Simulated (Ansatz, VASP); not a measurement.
**Cross-check of Ti2H2CO2 (Ti2C(OH)2 MXene monolayer) between VASP and Ansatz**

Wanted: the spread between two codes on one cell, functional and k mesh. The cell is taken from a series of runs on this material, whose earlier steps may have relaxed, scaled, displaced or heated it; both programs get it as it stands.

Program: Ansatz 0.2.0. Level of theory: plane waves, with VASP 6.6.1 beside it; PBE with D3(BJ). Results are calculated unless marked as measured.

## Step 1: Starting point

The cell holds 7 atoms: 2 H, 2 O, 2 Ti and 1 C. Cell: a = 3.039 Å, b = 3.039 Å, c = 24.781 Å, α = 90.0°, β = 90.0°, γ = 120.0°. Vacuum lies along c.

## Step 2: Ansatz: single point, PBE with D3(BJ)

Ansatz runs on its default PAW (the set named soft_2) files.

With cell and atoms fixed, the geometry can't cause a difference; cores, projectors, grids and the points listed under the comparison can.

input.yaml

```yaml
crystal:
  lattice:
    - [3.0387826988, 0.0, 0.0]
    - [-1.5193913494, 2.6316630137, 0.0]
    - [0.0, 0.0, 24.7814076119]
  atoms:
    - { symbol: H, position: [0.3333333333, 0.6666666667, 0.363175496] }
    - { symbol: O, position: [0.3333333333, 0.6666666667, 0.4024044842] }
    - { symbol: Ti, position: [0.6666666667, 0.3333333333, 0.4535403028] }
    - { symbol: C, position: [0.0, 0.0, 0.5] }
    - { symbol: Ti, position: [0.3333333333, 0.6666666667, 0.5464596972] }
    - { symbol: O, position: [0.6666666667, 0.3333333333, 0.5975955158] }
    - { symbol: H, position: [0.6666666667, 0.3333333333, 0.636824504] }
kpoints:
  mp_grid: { grid: [18, 18, 1] }
  band_path:
    path: [[0, 0, 0], [0.5, 0, 0], [0.33333333, 0.33333333, 0], [0, 0, 0]]
    npoints: 16
hamiltonian:
  xc: pbe
  dispersion: d3bj
scf:
  occupations: { method: fermi_dirac, width: 0.02585 }
  convergence: { dr2_threshold: 1.0e-10 }
efield:
  axis: 3
  dipole_correction: true
  ramp_position: 0.97
  ramp_width: 0.06
  amplitude: 0
output:
  dos: { projected: true, e_range: [-6, 5] }
  bader: true
  write_potential: true
  write_density: true
  volumetric_format: npy
  elf: true
```

On the command line:

```console
$ ansatz run input.yaml --threads 4 --pin off --max-ram 6144MiB --backend cpu --events-out ev --progress --plain --runs-dir out
```

Numbers of over 12 decimals in the logs are rounded to 6 here.

The log of the run:

```text
Engine: ansatz 0.2.0, x86_64-unknown-linux-gnu
Pseudopotentials: kind: paw
Pseudopotential: H, paw, valence charge 1, recommended cutoff 420 eV (normal), H.paw.azcp
Pseudopotential: O, paw, valence charge 6, recommended cutoff 420 eV (normal), O.paw.azcp
Pseudopotential: Ti, paw, valence charge 12, recommended cutoff 420 eV (normal), Ti.paw.azcp
Pseudopotential: C, paw, valence charge 4, recommended cutoff 420 eV (normal), C.paw.azcp
Functional definition: PBE
  parameter kappa = 0.804
  parameter beta = 0.066725
  exchange = pbe_x(kappa = kappa, mu = beta*pi^2/3)
  correlation = pbe_c(beta = beta)
Crystal: 7 atoms, lattice volume = 198.178 Å³
Basis set: ecut = 420 eV, 3851 PW (Γ)
Bands: 28, of which v1, the nominal top of the filled ones, is band 21 counted from 1 (20 counted from 0)
Symmetry: 6 space group operations
k-points: 37 of 324 (time reversal used)
Non-local potential: H, projectors of the file, l = 0: 2, l = 1: 1
Non-local potential: O, projectors of the file, l = 0: 2, l = 1: 2, l = 2: 1
Non-local potential: Ti, projectors of the file, l = 0: 3, l = 1: 2, l = 2: 3, l = 3: 1
Non-local potential: C, projectors of the file, l = 0: 2, l = 1: 2, l = 2: 1
PAW form: soft (Blöchl's): semilocal exchange-correlation on the pseudo side does not see the compensation charge
PAW one-centre angular grid: H, 110 points (default); XC on 64 Gauss nodes
PAW one-centre angular grid: O, 110 points (default); XC on 64 Gauss nodes
PAW one-centre angular grid: Ti, 590 points (default); XC on 64 Gauss nodes
PAW one-centre angular grid: C, 110 points (default); XC on 64 Gauss nodes
Initial density: superposition of atomic densities (neutral atoms: chi_scale 0, normalization atom), corrected by the library's trained network
Initial wavefunctions: pseudopotential atomic-orbital guess
Functional: x = pbe(κ = 0.804, μ = 0.219515), c = pbe(β = 0.066725)
SCF iter   1: F=—  HF=-6423.072729 eV  |F-HF|=—  |Δ(HF+E_count)|=         —  Δρ=3.49e-3  dr2=2.08e-1  ethr=1.77e-3  p=0.000 e·Å  D=2.12e-13 V/Å  ΔV_dip=-0.00 eV  dr2_dipole=1.11e-8  V_vac-E_F(+/−)=2.05/2.05 eV  ⟨swp⟩=6.2  Hψ=4775  notcnv=0  defer=1
efield: sawtooth ramp at fractional position 0.9700 (set: `efield.ramp_position`, or a place that a band, a saddle search or an elastic batch's reference lends), width 0.0600; the density the first Hamiltonian is built on has a dipole p = 0.000 e·Å; the dipole correction subtracts the counter field D = 2.12e-13 V/Å, which shifts the + side's vacuum level by -0.00 eV against the − side's; the planar-averaged density in the ramp window peaks in size at 1.5e-5 e/Å³
preconditioner: auto → LDOS  [metal: Δε(μ)=0.008 eV  Ē_g=10.108 eV  σ=0.026 eV  W_gap=0.08  n_scr=16 (ndim 8)  ℏωp=13.4 eV  f_vac=0.663  D(μ)=1.76/eV (n_scr^D=8)  β→1.0]
SCF iter   2: F=—  HF=-6423.079466 eV  |F-HF|=—  |Δ(HF+E_count)|=   6.74e-3  Δρ=4.51e-3  dr2=3.91e-1  ethr=4.96e-4  p=0.000 e·Å  D=9.57e-6 V/Å  ΔV_dip=-0.00 eV  dr2_dipole=4.60e-8  V_vac-E_F(+/−)=1.66/1.66 eV  ⟨swp⟩=2.7  Hψ=1872  notcnv=0  defer=53
SCF iter   3: F=—  HF=-6423.052334 eV  |F-HF|=—  |Δ(HF+E_count)|=   2.71e-2  Δρ=1.16e-3  dr2=3.10e-3  ethr=4.96e-4  p=0.000 e·Å  D=2.25e-6 V/Å  ΔV_dip=-0.00 eV  dr2_dipole=2.53e-10  V_vac-E_F(+/−)=1.87/1.87 eV  ⟨swp⟩=2.2  Hψ=1396  notcnv=0  defer=53
SCF iter   4: F=—  HF=-6423.052937 eV  |F-HF|=—  |Δ(HF+E_count)|=   6.03e-4  Δρ=8.01e-4  dr2=2.55e-3  ethr=7.38e-6  p=0.000 e·Å  D=1.63e-6 V/Å  ΔV_dip=-0.00 eV  dr2_dipole=1.54e-10  V_vac-E_F(+/−)=1.89/1.89 eV  ⟨swp⟩=2.4  Hψ=2019  notcnv=0  defer=53
SCF iter   5: F=—  HF=-6423.052624 eV  |F-HF|=—  |Δ(HF+E_count)|=   3.13e-4  Δρ=2.62e-4  dr2=2.09e-4  ethr=6.06e-6  p=0.000 e·Å  D=1.59e-6 V/Å  ΔV_dip=-0.00 eV  dr2_dipole=4.49e-10  V_vac-E_F(+/−)=1.89/1.89 eV  ⟨swp⟩=2.0  Hψ=1405  notcnv=0  defer=53
SCF iter   6: F=—  HF=-6423.052626 eV  |F-HF|=—  |Δ(HF+E_count)|=   1.98e-6  Δρ=1.34e-4  dr2=2.53e-4  ethr=4.98e-7  p=0.000 e·Å  D=1.19e-6 V/Å  ΔV_dip=-0.00 eV  dr2_dipole=3.68e-10  V_vac-E_F(+/−)=1.90/1.90 eV  ⟨swp⟩=2.5  Hψ=1621  notcnv=0  defer=52
SCF iter   7: F=—  HF=-6423.052631 eV  |F-HF|=—  |Δ(HF+E_count)|=   4.66e-6  Δρ=8.84e-5  dr2=1.69e-4  ethr=4.98e-7  p=0.000 e·Å  D=6.85e-7 V/Å  ΔV_dip=-0.00 eV  dr2_dipole=5.78e-11  V_vac-E_F(+/−)=1.92/1.92 eV  ⟨swp⟩=1.2  Hψ=997  notcnv=0  defer=52
SCF iter   8: F=—  HF=-6423.052628 eV  |F-HF|=—  |Δ(HF+E_count)|=   2.40e-6  Δρ=4.67e-5  dr2=6.70e-5  ethr=4.01e-7  p=0.000 e·Å  D=2.65e-7 V/Å  ΔV_dip=-0.00 eV  dr2_dipole=8.44e-13  V_vac-E_F(+/−)=1.93/1.93 eV  ⟨swp⟩=1.2  Hψ=1001  notcnv=0  defer=52
SCF iter   9: F=—  HF=-6423.052626 eV  |F-HF|=—  |Δ(HF+E_count)|=   1.69e-6  Δρ=2.00e-5  dr2=1.12e-5  ethr=1.59e-7  p=0.000 e·Å  D=8.06e-8 V/Å  ΔV_dip=-0.00 eV  dr2_dipole=6.64e-15  V_vac-E_F(+/−)=1.94/1.94 eV  ⟨swp⟩=1.2  Hψ=991  notcnv=0  defer=52
SCF iter  10: F=—  HF=-6423.052620 eV  |F-HF|=—  |Δ(HF+E_count)|=   6.47e-6  Δρ=4.89e-6  dr2=2.38e-7  ethr=2.67e-8  p=0.000 e·Å  D=9.94e-9 V/Å  ΔV_dip=-0.00 eV  dr2_dipole=6.50e-13  V_vac-E_F(+/−)=1.94/1.94 eV  ⟨swp⟩=1.6  Hψ=1035  notcnv=0  defer=52
SCF iter  11: F=—  HF=-6423.052651 eV  |F-HF|=—  |Δ(HF+E_count)|=   3.10e-5  Δρ=1.73e-6  dr2=2.08e-8  ethr=5.66e-10  p=0.000 e·Å  D=1.75e-8 V/Å  ΔV_dip=-0.00 eV  dr2_dipole=2.59e-13  V_vac-E_F(+/−)=1.94/1.94 eV  ⟨swp⟩=2.2  Hψ=1371  notcnv=0  defer=52
SCF iter  12: F=—  HF=-6423.052651 eV  |F-HF|=—  |Δ(HF+E_count)|=   5.58e-9  Δρ=2.66e-7  dr2=1.30e-10  ethr=4.95e-11  p=0.000 e·Å  D=9.09e-9 V/Å  ΔV_dip=-0.00 eV  dr2_dipole=7.61e-17  V_vac-E_F(+/−)=1.94/1.94 eV  ⟨swp⟩=2.2  Hψ=1348  notcnv=0  defer=52
SCF iter  13: F=-6423.052651 eV  HF=-6423.052651 eV  |F-HF|=6.64e-11  |Δ(HF+E_count)|=  7.39e-10  Δρ=5.87e-8  dr2=5.95e-12  ethr=1.00e-12  p=0.000 e·Å  D=6.86e-9 V/Å  ΔV_dip=-0.00 eV  dr2_dipole=4.22e-15  V_vac-E_F(+/−)=1.94/1.94 eV  ⟨swp⟩=8.7  Hψ=3198  notcnv=0
SCF 1 converged in 13 iterations: F = -6423.052651 eV  dr2 = 5.95e-12
  greatest PAW one-centre occupation: 0.999 electrons in one spin orbital (limit 2), on the Ti atom at site 4 (counted from 0), in its partial waves of l = 0
NSCF: frozen V_eff on 49 k-points
efield: sawtooth ramp at fractional position 0.9700 (kept from the solve that this one continues, or follows in the run), width 0.0600; the density the first Hamiltonian is built on has a dipole p = 0.000 e·Å; the dipole correction subtracts the counter field D = 6.86e-9 V/Å, which shifts the + side's vacuum level by -0.00 eV against the − side's; the planar-averaged density in the ramp window peaks in size at 3.5e-6 e/Å³
WARN: The output density's exchange-correlation potential varies sharply where the density is thin. Do not read a vacuum level from v_tot or v_xc, or from such a field of the output density. On a cell that repeats whose density bears no net charge and no dipole along the vacuum's axis use v_es (v_loc + v_h of the components); under efield.dipole_correction with no amplitude use v_es + v_field, which holds any externa [...]
SCF converged after 13 iterations
Free energy (F): -6423.052651 eV
Harris-Foulkes:  -6423.052651 eV  (|F-HF|=6.64e-11)
Internal energy: -6423.046966 eV  (E = F + TS)
E sigma→0 (E₀):  -6423.049808 eV
Entropy (-TS):   -0.005685 eV (-0.812 meV/atom)
Fermi energy:    2.329921 eV
Dipole field:    D = -0.000000 V/Å  (p = -0.000000 e·Å, saw-weighted, corrected)
Work function:   Φ+ = 1.9429 eV   Φ− = 1.9429 eV
Levels:          The Fermi level and band energies are counted from a zero that moves with the ramp; work functions are not
--- Per-component energies (eV) ---
  E_band       = -751.868079
  E_kinetic    = 1018.498269
  E_local      = -49118.108898  (includes V_loc(G=0)·N_el)
  E_nonlocal   = 139.312772
  E_hartree    = 24073.517958
  E_xc         = -411.318755
  E_vxc        = -518.758292  (∫ρ·V_xc dr)
  E_paw        = -2511.077153  (= ΣΔE_a)
  E_vpaw       = -419.850840  (= ΣTr[D̂ρ^β])
  E_aug_tail   = 0.002763  (compensation charges beyond the density's cutoff)
  E_efield     = 0.000000  (sawtooth field / dipole correction)
  E_vefield    = 0.000000  (∫n·V_field dr)
  E_ewald      = 20387.453383
  E_disp       = -1.327304  (pairwise vdW)
  E_smearing   = -0.005685  (= −TS)
  E_closure    = -0.000000  (closes the sum)
  Σ components = -6423.052651   (vs F -6423.052651, Δ=0.00e0)
--- Band table (eV; the first three rows and the last of 37) ---
  k-point 0: bands = [... 17 lower, -1.9068, 0.1516, 0.1516, 2.0583, 2.3325, 2.4295, 2.4295, 2.5447, ... 3 higher]
  k-point 1: bands = [... 17 lower, -1.8094, -0.0191, 0.1022, 2.1000, 2.3461, 2.3969, 2.4954, 2.6343, ... 3 higher]
  k-point 2: bands = [... 17 lower, -1.6400, -0.4370, -0.0194, 2.1065, 2.2960, 2.4937, 2.6724, 2.8792, ... 3 higher]
  k-point 36: bands = [... 17 lower, -1.9602, -1.9602, -1.0148, 3.0825, 3.4131, 3.4131, 4.3348, 4.3348, ... 3 higher]
--- Bader charges: 7 sites ---
  site symbol  charge [e]  shift [e]
     0      H      0.5000     0.0016
     1      O     -1.2684     0.0017
     2     Ti      1.7278     0.0000
     3      C     -1.9187     0.0003
     4     Ti      1.7278     0.0000
     5      O     -1.2684     0.0017
     6      H      0.5000     0.0016
  estimated error of the sums over rays = 6.9e-4 e
```

The column dr2 measures how far the density is from self-consistency, as an energy; F and HF (Harris–Foulkes) agree once it is small.

## Step 3: VASP: single point, PBE with D3(BJ)

The same cell, functional, mesh and smearing now go to VASP, with its own data sets.

Lines of VASP's logs that name or quote its potential files are left out, and so is its time.

INCAR

```
SYSTEM = Ti2H2CO2
PREC = Accurate
ENCUT = 520
EDIFF = 1E-06
NELM = 120
ISMEAR = -1
SIGMA = 0.02585
LREAL = .FALSE.
ALGO = Normal
GGA = PE
IVDW = 12
NBANDS = 28
LASPH = .TRUE.
LORBIT = 11
LWAVE = .FALSE.
LCHARG = .FALSE.
ISIF = 2
LDIPOL = .TRUE.
IDIPOL = 3
DIPOL = 0.5 0.5 0.5
LVHAR = .TRUE.
GGA_COMPAT = .FALSE.
NELMDL = -8
KPAR = 2
```

POSCAR

```
Ti2H2CO2
1.0
    3.0387826988      0.0000000000      0.0000000000
   -1.5193913494      2.6316630137      0.0000000000
    0.0000000000      0.0000000000     24.7814076119
H O Ti C
2 2 2 1
Direct
    0.3333333333      0.6666666667      0.3631754960
    0.6666666667      0.3333333333      0.6368245040
    0.3333333333      0.6666666667      0.4024044842
    0.6666666667      0.3333333333      0.5975955158
    0.6666666667      0.3333333333      0.4535403028
    0.3333333333      0.6666666667      0.5464596972
    0.0000000000      0.0000000000      0.5000000000
```

KPOINTS

```
Automatic mesh
0
Gamma
18 18 1
0 0 0
```

The projector-augmented-wave data sets are H, O, Ti_sv and C (PBE family, release 64).

On the command line:

```console
$ mpirun -np 2 vasp_std
```

The log of the run:

```text
[banner, memory and clock lines left out]
running    2 mpi-ranks, on    1 nodes
 distrk:  each k-point on    1 cores,    2 groups
 distr:  one band on    1 cores,    1 groups

 POSCAR found type information on POSCAR H O TiC
 POSCAR found :  4 types and       7 ions
 LDA part: xc-table for (Slater+PW92), standard interpolation
 POSCAR, INCAR and KPOINTS ok, starting setup
 FFT: planning ... GRIDC
 FFT: planning ... GRID_SOFT
 FFT: planning ... GRID
 WAVECAR not read
 entering main loop
       N       E                     dE             d eps       ncg     rms          rms(c)
DAV:   1     0.485836130654E+03    0.48584E+03   -0.21645E+04  2352   0.137E+03
DAV:   2     0.125494785893E+02   -0.47329E+03   -0.46088E+03  2480   0.414E+02
DAV:   3    -0.581255703649E+02   -0.70675E+02   -0.70037E+02  3076   0.154E+02
DAV:   4    -0.643892171273E+02   -0.62636E+01   -0.62531E+01  3356   0.416E+01
DAV:   5    -0.648751857261E+02   -0.48597E+00   -0.48591E+00  3060   0.839E+00
DAV:   6    -0.648885770746E+02   -0.13391E-01   -0.13391E-01  3280   0.177E+00
DAV:   7    -0.648891741149E+02   -0.59704E-03   -0.59704E-03  3036   0.254E-01
DAV:   8    -0.648891814450E+02   -0.73301E-05   -0.73302E-05  3272   0.388E-02    0.262E+01
DAV:   9    -0.523720515650E+02    0.12517E+02   -0.86118E+01  2776   0.680E+01    0.788E+00
DAV:  10    -0.517906294332E+02    0.58142E+00   -0.68020E+00  2708   0.217E+01    0.554E+00
DAV:  11    -0.513916165095E+02    0.39901E+00   -0.13343E+00  3016   0.725E+00    0.138E+00
DAV:  12    -0.514148522791E+02   -0.23236E-01   -0.28161E-01  2780   0.256E+00    0.776E-01
DAV:  13    -0.513969364774E+02    0.17916E-01   -0.20392E-02  3056   0.890E-01    0.507E-01
DAV:  14    -0.513873657115E+02    0.95708E-02   -0.53987E-02  2812   0.661E-01    0.228E-01
[...]
DAV:  19    -0.513861817916E+02   -0.41283E-03   -0.50272E-04  2644   0.496E-02    0.124E-02
DAV:  20    -0.513863503185E+02   -0.16853E-03   -0.23130E-04  2448   0.384E-02    0.908E-03
DAV:  21    -0.513863949960E+02   -0.44678E-04   -0.76287E-05  2508   0.185E-02    0.452E-03
DAV:  22    -0.513864191217E+02   -0.24126E-04   -0.29044E-05  2368   0.101E-02    0.435E-03
DAV:  23    -0.513864254151E+02   -0.62934E-05   -0.50533E-06  1964   0.972E-03    0.209E-03
DAV:  24    -0.513864314768E+02   -0.60617E-05   -0.46940E-06  2256   0.627E-03    0.113E-03
DAV:  25    -0.513864330355E+02   -0.15587E-05   -0.11383E-06  1720   0.330E-03    0.456E-04
DAV:  26    -0.513864332877E+02   -0.25220E-06   -0.43182E-07  1636   0.230E-03
   1 F= -.52712575E+02 E0= -.52709696E+02  d E =-.575688E-02
```

OUTCAR, selected parts (step 3):

```text
ion  position               nearest neighbor table
   1  0.333  0.667  0.363-   3 0.97
   2  0.667  0.333  0.637-   4 0.97
   3  0.333  0.667  0.402-   1 0.97   5 2.16   5 2.16   5 2.16
   4  0.667  0.333  0.598-   2 0.97   6 2.16   6 2.16   6 2.16
   5  0.667  0.333  0.454-   7 2.10   7 2.10   7 2.10   3 2.16   3 2.16   3 2.16   6 2.89   6 2.89
                             6 2.89
   6  0.333  0.667  0.546-   7 2.10   7 2.10   7 2.10   4 2.16   4 2.16   4 2.16   5 2.89   5 2.89
                             5 2.89
   7  0.000  0.000  0.500-   5 2.10   6 2.10   6 2.10   5 2.10   5 2.10   6 2.10

  LATTYP: Found a hexagonal cell.
 ALAT       =     3.0387826988
 C/A-ratio  =     8.1550443280

 Subroutine GETGRP returns: Found 12 space group operations
 (whereof 12 operations were pure point group operations)

The static configuration has the point symmetry D_3d.

 Found     37 irreducible k-points:

   k-points           NKPTS =     37   k-points in BZ     NKDIM =     37   number of bands    NBANDS=     28

   dimension x,y,z NGX =    24 NGY =   24 NGZ =  192
   dimension x,y,z NGXF=    48 NGYF=   48 NGZF=  384

   ENCUT  =  520.0 eV  38.22 Ry    6.18 a.u.   5.65  5.65 46.08*2*pi/ulx,y,z

   NELECT =      42.0000    total number of electrons

 k-points in reciprocal lattice and weights: Automatic mesh
   0.00000000  0.00000000  0.00000000       0.003
   0.05555556  0.00000000  0.00000000       0.019
   0.11111111  0.00000000  0.00000000       0.019
   0.16666667  0.00000000  0.00000000       0.019
   0.22222222  0.00000000  0.00000000       0.019
   0.27777778  0.00000000  0.00000000       0.019
   0.33333333  0.00000000  0.00000000       0.019
   0.38888889  0.00000000  0.00000000       0.019
   0.44444444  0.00000000  0.00000000       0.019
[...]
0.33333333  0.27777778  0.00000000       0.037
   0.33333333  0.33333333  0.00000000       0.006

 dipolmoment           0.000000      0.000000     -0.000000 electrons x Angstroem

 average (electrostatic) potential at core
       1 -40.9504       2 -40.9504       3 -76.6304       4 -76.6304       5 -80.4150
       6 -80.4150       7 -53.1444

 E-fermi :   1.0843

 k-point     1 :       0.0000    0.0000    0.0000
  band No.  band energies     occupation
    ...
     18      -3.1439      2.00000
     19      -1.0853      2.00000
     20      -1.0853      2.00000
     21       0.8119      1.99995
     22       1.0849      0.98971
     23       1.1835      0.04216
     24       1.1835      0.04216
     25       1.2970      0.00053
     26       2.8097      0.00000
     27       2.8152      0.00000
    ...

 k-point     2 :       0.0556    0.0000    0.0000
  band No.  band energies     occupation
    ...
     18      -3.0461      2.00000
     19      -1.2565      2.00000
     20      -1.1350      2.00000
     21       0.8536      1.99973
     22       1.0994      0.71578
     23       1.1500      0.14635
     24       1.2494      0.00336
     25       1.3871      0.00002
     26       2.7612      0.00000
     27       2.8195      0.00000
    ...

 k-point     3 :       0.1111    0.0000    0.0000
  band No.  band energies     occupation
    ...
     18      -2.8769      2.00000
     19      -1.6749      2.00000
     20      -1.2567      2.00000
     21       0.8614      1.99964
     22       1.0494      1.58892
     23       1.2454      0.00392
     24       1.4263      0.00000
     25       1.6328      0.00000
     26       2.7444      0.00000
     27       2.8385      0.00000
    ...

 Edisp (eV)   -1.32614

  Total       0.07639     0.07639     0.16918     0.00000    -0.00000     0.00000
  in kB       0.61755     0.61755     1.36770     0.00000    -0.00000     0.00000
  external pressure =        0.87 kB  Pullay stress =        0.00 kB

  energy-cutoff  :      520.00
  volume of cell :      198.18
      direct lattice vectors                 reciprocal lattice vectors
     3.038782699  0.000000000  0.000000000     0.329079141  0.189993931  0.000000000
    -1.519391349  2.631663014  0.000000000     0.000000000  0.379987861  0.000000000
     0.000000000  0.000000000 24.781407612     0.000000000  0.000000000  0.040352833

 POSITION                                       TOTAL-FORCE (eV/Angst)
 -----------------------------------------------------------------------------------
     -0.00000      1.75444      9.00000         0.000000      0.000000     -0.106548
      1.51939      0.87722     15.78141         0.000000      0.000000      0.106548
     -0.00000      1.75444      9.97215        -0.000000     -0.000000      0.026601
      1.51939      0.87722     14.80926         0.000000      0.000000     -0.026601
      1.51939      0.87722     11.23937         0.000000      0.000000      0.145444
     -0.00000      1.75444     13.54204         0.000000     -0.000000     -0.145444
      0.00000      0.00000     12.39070         0.000000      0.000000     -0.000000
 -----------------------------------------------------------------------------------
    total drift:                                0.000000     -0.000000      0.000000

  FREE ENERGIE OF THE ION-ELECTRON SYSTEM (eV)
  ---------------------------------------------------
  free  energy   TOTEN  =       -52.7125748180 eV

  energy  without entropy=      -52.7068179374  energy(sigma->0) =      -52.70969638

 vacuum level on the upper side and lower side of the slab         3.035         3.035

 total charge
# of ion       s       p       d       tot
------------------------------------------
    1        0.620   0.122   0.000   0.742
    2        0.620   0.122   0.000   0.742
    3        1.551   3.583   0.000   5.135
    4        1.551   3.583   0.000   5.135
    5        2.187   6.214   1.961  10.361
    6        2.187   6.214   1.961  10.361
    7        0.893   1.586   0.000   2.479
--------------------------------------------------
tot          9.609  21.425   3.921  34.955

[... 3 further parts left out ...]
```

This run has no spin polarisation, so a moment on Ti, if there is one, isn't seen.

## Step 4: Side by side

Known differences besides the potentials themselves: the cutoff is 420 eV in Ansatz and 520 eV in VASP. Total energies have different zeros and are not compared.

The two programs side by side:

```csv
quantity,Ansatz,VASP,difference
"work function, lower of the two faces (eV)",1.94,1.95,-0.01
"work function, higher of the two faces (eV)",1.94,1.95,-0.01
```

Where the cell holds vacuum, a pressure given here is an average over it and none of the material.

## Step 5: Results

```
difference in work function, lower of the two faces (single point, PBE with D3(BJ)) : -0.0078 eV
```

**Reading.** The difference in work function, lower of the two faces is -0.0078 eV (single point, PBE with D3(BJ)). Such differences can come from data sets, numerical settings and the points named under the comparisons, not from the functional's error against experiment.

[Lines on the potential files, build, host, timing and source positions are cut from VASP's logs without a mark.]

[Logs are printed without paths, hosts, clocks, repeated set-up lines and the standing remarks that a program may print on its own settings, such as how far it seeks lower states.]

[Hosts, paths, dates, database ids (printed as entryN), source tags and the programs' standing remarks are cut or masked in the printed files.]
